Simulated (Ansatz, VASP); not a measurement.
Sc3Te: VASP beside Ansatz

```
CELL_PARAMETERS angstrom
0.00000 3.56950 3.56950
3.56950 0.00000 3.56950
3.56950 3.56950 0.00000
ATOMIC_POSITIONS crystal
Sc 0.25000 0.25000 0.25000
Sc 0.75000 0.75000 0.75000
Sc 0.50000 0.50000 0.50000
Te 0.00000 0.00000 0.00000
```

The cell was built by a generator and needn't be a form met in nature.

Alike in both runs: task single point; functional PBE; k mesh 5 × 5 × 5; occupations fermi-dirac, width 0.05 eV; no spin polarisation; Hubbard terms Sc d U = 2 eV.

|  | VASP | Ansatz |
| --- | --- | --- |
| version | VASP 6.6.1 | Ansatz 0.2.0 |
| potentials or method | VASP PAW PBE potentials, release 64 (Sc_sv, Te) | Ansatz PAW |
| plane-wave cutoff (eV) | 520 | 420 |
| valence electrons in the cell | 39 | 49 |

|  | VASP | Ansatz | Ansatz less VASP |
| --- | --- | --- | --- |
| gap on the k mesh at the Fermi level (eV) | none | none | - |
| pressure (GPa) | 4.0 | 3.7 | -0.37 |

The programs project onto different local orbitals, so the same U acts differently. A gap of «none» marks a metal or a gap that the smearing closes. The two sets of potentials don't hold the same shells in valence.

Caveats: U without spin polarisation on a metal has little footing; the U is typed as a test and isn't derived for this compound. The runs have no spin-orbit coupling, so splittings on Te are missing.
